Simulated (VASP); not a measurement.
Input:

```
CaS
1.0
    4.31774     0.00000     0.00000
   -2.15887     3.73927     0.00000
    0.00000     0.00000    14.00000
Ca S
1 1
Direct
  0.66667   0.33333   0.50000
  0.33333   0.66667   0.50000
```

The numbers are results of PBE GGA, VASP's PBE PAW potentials (set 64) (plane waves; VASP 6.6.1), not measurements. Settings: 300 eV cut-off, 6×6×1 Γ-centred mesh, Gaussian smearing of 0.14 eV, potentials Ca_sv S.

The cell holds a wide vacuum, so values per volume refer to the whole cell.

Give the energies of bands 6 to 11 at the high-symmetry points, in eV from the valence-band maximum.

```tsv
band	Γ	M	K
6	-0.66	-1.24	-0.89
7	-0.66	-0.25	-0.39
8	-0.32	0.00	-0.22
9	3.35	4.82	4.27
10	4.96	5.07	4.57
11	5.37	5.27	5.29
```

The gap is indirect, 3.35 eV, from the valence maximum at M to the conduction minimum at Γ.

The cell is a sheet with vacuum, built from a generated structure.
